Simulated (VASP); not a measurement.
# FeNi3 (Awaruite): structure and properties in VASP

Aim: relax FeNi3 (Awaruite), then compute properties on the relaxed cell. The steps: full relaxation (LAK), second relaxation, density, ELF and potential (LAK), bands along the symmetry lines (LAK), total and projected DOS (LAK), volume scan with LAK and fit for LAK. The start is a cell from a database of measured crystal structures.

Main program and level: VASP 6.6.1; LAK, spin-polarised from a ferromagnetic start; plane waves and PAW (Ni, Fe).

## 1. The structure

Before any relaxation, the start is as follows. Symmetry: Pm-3m, No. 221, cubic system. Conventional cell: a = 3.545 Å, b = 3.545 Å, c = 3.545 Å, α = 90.00°, β = 90.00°, γ = 90.00°. Ni has 8 Ni at 2.51 Å and 4 Fe at 2.51 Å nearest. Nearest to Fe lie 12 Ni at 2.51 Å. Farther neighbours are not listed.

## 2. Full relaxation (LAK)

Properties are meant for the cell that this level of theory prefers, so cell and atoms are relaxed first (ISIF = 3) until forces and stress are small; EDIFFG sets the threshold. LAK is a meta-GGA built to open gaps without exact exchange.

INCAR reads:

```
SYSTEM = FeNi3
PREC = Accurate
ENCUT = 400
EDIFF = 1E-06
NELM = 100
ISMEAR = -1
SIGMA = 0.05
LREAL = .FALSE.
ALGO = Normal
METAGGA = LAK
LASPH = .TRUE.
NBANDS = 27
ISPIN = 2
MAGMOM = 1 1 1 3
LMAXMIX = 4
LORBIT = 11
LWAVE = .FALSE.
LCHARG = .FALSE.
KPAR = 2
IBRION = 2
NSW = 60
ISIF = 3
EDIFFG = -0.01
```

POSCAR reads:

```
FeNi3
1.0
    3.5450000000      0.0000000000      0.0000000000
    0.0000000000      3.5450000000      0.0000000000
    0.0000000000      0.0000000000      3.5450000000
Ni Fe
3 1
Direct
    0.5000000000      0.5000000000      0.0000000000
    0.5000000000      0.0000000000      0.5000000000
    0.0000000000      0.5000000000      0.5000000000
    0.0000000000      0.0000000000      0.0000000000
```

KPOINTS reads:

```
Automatic mesh
0
Gamma
6 6 6
0 0 0
```

The projector-augmented-wave data sets are Ni and Fe (PBE family, release 64).

Run with:

```sh
$ mpirun -np 2 vasp_std
```

Log:

```text
[banner, memory and clock lines left out]
running    2 mpi-ranks, on    1 nodes
 distrk:  each k-point on    1 cores,    2 groups
 distr:  one band on    1 cores,    1 groups

 POSCAR found type information on POSCAR NiFe
 POSCAR found :  2 types and       4 ions
|                                                                             |
|               ----> ADVICE to this user running VASP <----                  |
|                                                                             |
|     You enforced a specific xc type in the INCAR file but a different       |
|     [... a line on the potential file left out ...]
|     I HOPE YOU KNOW WHAT YOU ARE DOING!                                     |
|                                                                             |

 LDA part: xc-table for (None), standard interpolation
 POSCAR, INCAR and KPOINTS ok, starting setup
 FFT: planning ... GRIDC
 FFT: planning ... GRID_SOFT
 FFT: planning ... GRID
 WAVECAR not read
 entering main loop
       N       E                     dE             d eps       ncg     rms          rms(c)
DAV:   1     0.272884011407E+03    0.27288E+03   -0.14965E+04  2264   0.169E+03
DAV:   2     0.243180541518E+02   -0.24857E+03   -0.23700E+03  2160   0.335E+02
DAV:   3     0.101782571340E+02   -0.14140E+02   -0.13475E+02  2208   0.112E+02
DAV:   4     0.100093541371E+02   -0.16890E+00   -0.16870E+00  2429   0.130E+01
DAV:   5     0.100031913351E+02   -0.61628E-02   -0.61623E-02  3084   0.197E+00    0.278E+01
DAV:   6     0.236789617211E+02    0.13676E+02   -0.10754E+02  2334   0.174E+02    0.388E+01
DAV:   7     0.247665338042E+02    0.10876E+01   -0.33502E+01  2528   0.135E+02    0.298E+01
DAV:   8     0.298769398329E+02    0.51104E+01   -0.18931E+01  2796   0.624E+01    0.762E+00
DAV:   9     0.289944227165E+02   -0.88252E+00   -0.19718E+00  2667   0.172E+01    0.291E+00
DAV:  10     0.288557837951E+02   -0.13864E+00   -0.41835E-01  3106   0.121E+01    0.288E+00
DAV:  11     0.288833352468E+02    0.27551E-01   -0.98070E-02  2826   0.518E+00    0.181E+00
DAV:  12     0.288777746043E+02   -0.55606E-02   -0.46599E-02  2768   0.322E+00    0.714E-01
DAV:  13     0.288734904339E+02   -0.42842E-02   -0.75215E-03  2573   0.140E+00    0.472E-01
DAV:  14     0.288704870680E+02   -0.30034E-02   -0.70470E-03  2670   0.167E+00    0.212E-01
DAV:  15     0.288703643656E+02   -0.12270E-03   -0.14979E-03  2345   0.558E-01    0.105E-01
DAV:  16     0.288704579734E+02    0.93608E-04   -0.10103E-04  2605   0.171E-01    0.612E-02
DAV:  17     0.288708177948E+02    0.35982E-03   -0.66483E-05  2554   0.117E-01    0.271E-02
DAV:  18     0.288708596459E+02    0.41851E-04   -0.12340E-05  2444   0.419E-02    0.157E-02
DAV:  19     0.288708709888E+02    0.11343E-04   -0.50960E-06  2439   0.445E-02    0.114E-02
DAV:  20     0.288708733882E+02    0.23994E-05   -0.20803E-06  1740   0.299E-02    0.317E-03
DAV:  21     0.288708687136E+02   -0.46746E-05   -0.49693E-07  1211   0.102E-02    0.279E-03
DAV:  22     0.288708628010E+02   -0.59126E-05   -0.11018E-07  1182   0.674E-03    0.145E-03
DAV:  23     0.288708590512E+02   -0.37498E-05   -0.46760E-08  1179   0.275E-03    0.735E-04
DAV:  24     0.288708595410E+02    0.48987E-06   -0.21605E-08  1158   0.216E-03
   1 F= 0.28870860E+02 E0= 0.28879448E+02  d E =0.288709E+02  mag=     5.4564
 curvature:   0.00 expect dE= 0.000E+00 dE for cont linesearch  0.000E+00
 trial: gam= 0.00000 g(F)=  0.000E+00 g(S)=  0.669E-01 ort = 0.000E+00 (trialstep = 0.100E+01)
 search vector abs. value=  0.669E-01
 bond charge predicted
       N       E                     dE             d eps       ncg     rms          rms(c)
DAV:   1     0.270922154537E+02   -0.17786E+01   -0.16951E+01  2172   0.617E+01    0.136E+01
DAV:   2     0.230330082571E+02   -0.40592E+01   -0.34037E+01  2437   0.114E+02    0.392E+01
DAV:   3     0.285710414037E+02    0.55380E+01   -0.14586E+01  2507   0.986E+01    0.120E+01
DAV:   4     0.289682471301E+02    0.39721E+00   -0.16489E+00  2462   0.257E+01    0.363E+00
DAV:   5     0.288750155868E+02   -0.93232E-01   -0.23612E-01  2264   0.626E+00    0.210E+00
DAV:   6     0.288773350704E+02    0.23195E-02   -0.67054E-02  2700   0.498E+00    0.847E-01
DAV:   7     0.288742926765E+02   -0.30424E-02   -0.16626E-02  2438   0.186E+00    0.344E-01
DAV:   8     0.288712502036E+02   -0.30425E-02   -0.30602E-03  2592   0.824E-01    0.193E-01
DAV:   9     0.288698847281E+02   -0.13655E-02   -0.93412E-04  2870   0.459E-01    0.910E-02
DAV:  10     0.288697171173E+02   -0.16761E-03   -0.19438E-04  2485   0.145E-01    0.643E-02
DAV:  11     0.288696856507E+02   -0.31467E-04   -0.25805E-05  2341   0.115E-01    0.239E-02
DAV:  12     0.288696303828E+02   -0.55268E-04   -0.25004E-05  2972   0.892E-02    0.102E-02
DAV:  13     0.288696312651E+02    0.88234E-06   -0.51499E-06  2012   0.342E-02
   2 F= 0.28869631E+02 E0= 0.28877413E+02  d E =-.122828E-02  mag=     5.5854
[...]
3 F= 0.28855427E+02 E0= 0.28863906E+02  d E =-.154329E-01  mag=     5.5261
 curvature:  -0.27 expect dE=-0.175E-03 dE for cont linesearch -0.175E-03
 ZBRENT: interpolating
 opt :   0.5439  next Energy=    28.855244 (dE=-0.156E-01)
 bond charge predicted
       N       E                     dE             d eps       ncg     rms          rms(c)
DAV:   1     0.288501814791E+02   -0.52452E-02   -0.51349E-02  2175   0.332E+00    0.694E-01
DAV:   2     0.288451112917E+02   -0.50702E-02   -0.54861E-02  2388   0.571E+00    0.153E+00
DAV:   3     0.288549800365E+02    0.98687E-02   -0.30579E-02  2362   0.534E+00    0.671E-01
DAV:   4     0.288557794771E+02    0.79944E-03   -0.43023E-03  2395   0.156E+00    0.180E-01
DAV:   5     0.288556105868E+02   -0.16889E-03   -0.79106E-04  2527   0.561E-01    0.890E-02
DAV:   6     0.288555871912E+02   -0.23396E-04   -0.16857E-04  2272   0.320E-01    0.551E-02
DAV:   7     0.288555391843E+02   -0.48007E-04   -0.50288E-05  2502   0.145E-01    0.176E-02
DAV:   8     0.288554966865E+02   -0.42498E-04   -0.10705E-05  2258   0.408E-02    0.879E-03
DAV:   9     0.288554795953E+02   -0.17091E-04   -0.11996E-06  1319   0.173E-02    0.746E-03
DAV:  10     0.288554774885E+02   -0.21068E-05   -0.67046E-07  1092   0.108E-02    0.404E-03
DAV:  11     0.288554779860E+02    0.49743E-06   -0.10730E-07  1083   0.593E-03
   4 F= 0.28855478E+02 E0= 0.28863899E+02  d E =-.153816E-01  mag=     5.5341
 curvature:  -0.28 expect dE=-0.123E-07 dE for cont linesearch -0.123E-07
 trial: gam= 0.00000 g(F)=  0.835E-64 g(S)=  0.435E-07 ort =-0.539E-04 (trialstep = 0.909E+00)
 search vector abs. value=  0.436E-07
 reached required accuracy - stopping structural energy minimisation
```

Elapsed: 4.7 min, on 2 MPI ranks of Intel Xeon Platinum 8488C (Sapphire Rapids), shared host; peak memory 0.33 GiB.

The logs omit lines about the potential files and the build; timing stands in the text.

From OUTCAR (step 2):

```text
ion  position               nearest neighbor table
   1  0.500  0.500  0.000-   2 2.51   3 2.51   4 2.51   2 2.51   3 2.51   2 2.51   4 2.51   2 2.51
                             3 2.51   4 2.51   3 2.51   4 2.51
   2  0.500  0.000  0.500-   1 2.51   3 2.51   4 2.51   1 2.51   4 2.51   1 2.51   3 2.51   1 2.51
                             3 2.51   4 2.51   4 2.51   3 2.51
   3  0.000  0.500  0.500-   1 2.51   2 2.51   4 2.51   1 2.51   4 2.51   2 2.51   4 2.51   4 2.51
                             1 2.51   2 2.51   1 2.51   2 2.51
   4  0.000  0.000  0.000-   1 2.51   2 2.51   3 2.51   2 2.51   3 2.51   1 2.51   3 2.51   3 2.51
                             1 2.51   2 2.51   2 2.51   1 2.51

  LATTYP: Found a simple cubic cell.
 ALAT       =     3.5450000000

 Subroutine GETGRP returns: Found 48 space group operations
 (whereof 48 operations were pure point group operations)

The static configuration has the point symmetry O_h .

 Found     20 irreducible k-points:

   k-points           NKPTS =     20   k-points in BZ     NKDIM =     20   number of bands    NBANDS=     27

   dimension x,y,z NGX =    24 NGY =   24 NGZ =   24
   dimension x,y,z NGXF=    48 NGYF=   48 NGZF=   48

   ENCUT  =  400.0 eV  29.40 Ry    5.42 a.u.   5.78  5.78  5.78*2*pi/ulx,y,z

   NELECT =      38.0000    total number of electrons

 k-points in reciprocal lattice and weights: Automatic mesh
   0.00000000  0.00000000  0.00000000       0.005
   0.16666667  0.00000000  0.00000000       0.028
   0.33333333  0.00000000  0.00000000       0.028
   0.50000000  0.00000000  0.00000000       0.014
   0.16666667  0.16666667  0.00000000       0.056
   0.33333333  0.16666667  0.00000000       0.111
   0.50000000  0.16666667  0.00000000       0.056
   0.33333333  0.33333333  0.00000000       0.056
   0.50000000  0.33333333  0.00000000       0.056
[...]
0.50000000  0.50000000  0.33333333       0.028
   0.50000000  0.50000000  0.50000000       0.005

 average (electrostatic) potential at core
       1 -89.6718       2 -89.6719       3 -89.6718       4 -48.1351

 E-fermi :   8.8554

 spin component 1
 k-point     1 :       0.0000    0.0000    0.0000
  band No.  band energies     occupation
    ...
     17       6.9634      1.00000
     18       7.0816      1.00000
     19       7.0817      1.00000
     20       7.0817      1.00000
     21       7.1011      1.00000
     22      11.2424      0.00000
     23      11.2424      0.00000
     24      11.2424      0.00000
     25      17.2998      0.00000
     26      17.2998      0.00000
    ...

 k-point     2 :       0.1667    0.0000    0.0000
  band No.  band energies     occupation
    ...
     17       6.8684      1.00000
     18       6.9051      1.00000
     19       6.9174      1.00000
     20       7.0096      1.00000
     21       7.0819      1.00000
     22       9.5062      0.00000
     23      12.0576      0.00000
     24      12.0577      0.00000
     25      17.3982      0.00000
     26      17.5760      0.00000
    ...

 k-point     3 :       0.3333    0.0000    0.0000
  band No.  band energies     occupation
    ...
     18       6.6815      1.00000
     19       6.8970      1.00000
     20       6.9093      1.00000
     21       7.0823      1.00000
     22       7.1210      1.00000
     23      13.9069      0.00000
     24      13.9069      0.00000
     25      17.7083      0.00000
     26      17.8550      0.00000
     27      18.9162      0.00000

 k-point     4 :       0.5000    0.0000    0.0000
  band No.  band energies     occupation
    ...
     18       6.4002      1.00000
     19       6.4543      1.00000
     20       6.8758      1.00000
     21       6.8932      1.00000
     22       7.0825      1.00000
     23      16.2404      0.00000
     24      16.2404      0.00000
     25      16.2690      0.00000
     26      16.2691      0.00000
     27      18.0229      0.00000

 k-point     5 :       0.1667    0.1667    0.0000
  band No.  band energies     occupation
    ...
     17       6.8259      1.00000
     18       6.8274      1.00000
     19       6.8788      1.00000
     20       6.9379      1.00000
     21       6.9572      1.00000
     22      10.2321      0.00000
     23      10.2759      0.00000
     24      12.7593      0.00000
     25      17.4408      0.00000
     26      19.0824      0.00000
    ...

 k-point     6 :       0.3333    0.1667    0.0000
  band No.  band energies     occupation
    ...
     18       6.6538      1.00000
     19       6.7888      1.00000
     20       6.8383      1.00000
     21       6.9166      1.00000
     22       7.9177      1.00000
     23      11.7816      0.00000
     24      14.4688      0.00000
     25      15.8345      0.00000
     26      18.3831      0.00000
     27      19.3559      0.00000

  Total       -0.0010961     -0.0010961     -0.0010961     -0.0000000     -0.0000000      0.0000000
  in kB       -0.0383840     -0.0383840     -0.0383840     -0.0000000     -0.0000000      0.0000000
  external PRESSURE =      -0.0383840 kB  Pullay stress =       0.0000000 kB

  energy-cutoff  :      400.00
  volume of cell :       45.75
      direct lattice vectors                 reciprocal lattice vectors
     3.576632812  0.000000000 -0.000000000     0.279592581 -0.000000000 -0.000000000
     0.000000000  3.576632812  0.000000000    -0.000000000  0.279592581 -0.000000000
     0.000000000  0.000000000  3.576632812     0.000000000 -0.000000000  0.279592581

 POSITION                                       TOTAL-FORCE (eV/Angst)
 -----------------------------------------------------------------------------------
      1.78832      1.78832     -0.00000         0.000000     -0.000000      0.000000
      1.78832      0.00000      1.78832         0.000000      0.000000      0.000000
      0.00000      1.78832      1.78832        -0.000000      0.000000      0.000000
      0.00000      0.00000      0.00000         0.000000     -0.000000      0.000000
 -----------------------------------------------------------------------------------
    total drift:                                0.000000     -0.000000     -0.000000

  FREE ENERGIE OF THE ION-ELECTRON SYSTEM (eV)
  ---------------------------------------------------
  free  energy   TOTEN  =        28.8554779860 eV

  energy  without entropy=       28.8723208607  energy(sigma->0) =       28.86389942

 reached required accuracy - stopping structural energy minimisation

 total charge
# of ion       s       p       d       tot
------------------------------------------
    1        0.523   0.548   8.269   9.340
    2        0.523   0.548   8.269   9.340
    3        0.523   0.548   8.269   9.340
    4        0.472   0.533   5.967   6.972
--------------------------------------------------
tot          2.040   2.177  30.774  34.991

 magnetization (x)
# of ion       s       p       d       tot
------------------------------------------
    1       -0.032  -0.112   0.972   0.827
    2       -0.032  -0.112   0.972   0.827
    3       -0.032  -0.112   0.972   0.827
    4        0.021  -0.049   3.339   3.311
--------------------------------------------------
tot         -0.077  -0.386   6.255   5.793

[... 6 further parts left out ...]
```

CONTCAR:

```
FeNi3
   1.00000000000000
     3.5766328122946147    0.0000000000000000   -0.0000000000000000
     0.0000000000000000    3.5766328122946147    0.0000000000000000
     0.0000000000000000    0.0000000000000000    3.5766328122946147
  Ni              Fe
     3     1
Direct
     0.5000000000000000    0.5000000000000000    0.0000000000000000
     0.5000000000000000    0.0000000000000000    0.5000000000000000
     0.0000000000000000    0.5000000000000000    0.5000000000000000
     0.0000000000000000    0.0000000000000000    0.0000000000000000
```

The magnetic state follows from one typed start and may not be the lowest. The k-mesh is coarse for a metal. The PAW data sets were made with PBE, which is usual practice but a small mismatch for other functionals. The run keeps the 48 symmetry operations of its start, so it cannot find a distortion of lower symmetry.

Step by step:

```
step  energy less that of the first step (eV)  largest force (eV/Å)  pressure (GPa)  volume (Å³)
   1                                   0.0000                0.0000            4.89        44.55
   2                                  -0.0012                0.0000           -3.76        46.78
   3                                  -0.0154                0.0000            0.47        45.63
   4                                  -0.0154                0.0000            0.00        45.75
```

```
conventional cell, symmetrised  before  after  change
                         a (Å)   3.545  3.577  +0.9 %
                         b (Å)   3.545  3.577  +0.9 %
                         c (Å)   3.545  3.577  +0.9 %
              volume (Å³/atom)   11.14  11.44  +2.7 %
```

The relaxed structure:

```xyz
4
Lattice="3.5766 0.0000 0.0000 0.0000 3.5766 0.0000 0.0000 0.0000 3.5766" Properties=species:S:1:pos:R:3 pbc="T T T"
Ni    1.7883    1.7883    0.0000
Ni    1.7883    0.0000    1.7883
Ni    0.0000    1.7883    1.7883
Fe    0.0000    0.0000    0.0000
```

Numbers from this step:

* electrons: 38
* bands: 27
* irreducible k-points: 20
* symmetry operations: 48
* free energy (TOTEN): 28.86 eV
* energy at zero smearing: 28.86 eV
* Fermi energy: 8.855 eV
* pressure: -0.003838 GPa
* moment of the cell, from the last line of the log: 5.534 μB
* metallic: yes
* SCF cycles over all ionic steps: 60

Spin moment in the PAW sphere by atom:

```
atom  spin moment in the PAW sphere (μB)
 Ni1                                0.83
 Ni2                                0.83
 Ni3                                0.83
 Fe4                                3.31
```

It ends with forces that vanish by symmetry and a pressure of 0.00 GPa. The volume lies +2.7 % from that of the database's start.

(Continued in part 2 of 5.)

[Lines on the potential files, build, host, timing and source positions are cut from VASP's logs without a mark.]

[Logs are printed without paths, hosts, clocks, repeated set-up lines and the standing remarks that a program may print on its own settings, such as how far it seeks lower states.]

[Hosts, paths, dates, database ids (printed as entryN), source tags and the programs' standing remarks are cut or masked in the printed files.]

[A measured line is paired with the nearest computed mode of its activity, which favours agreement.]
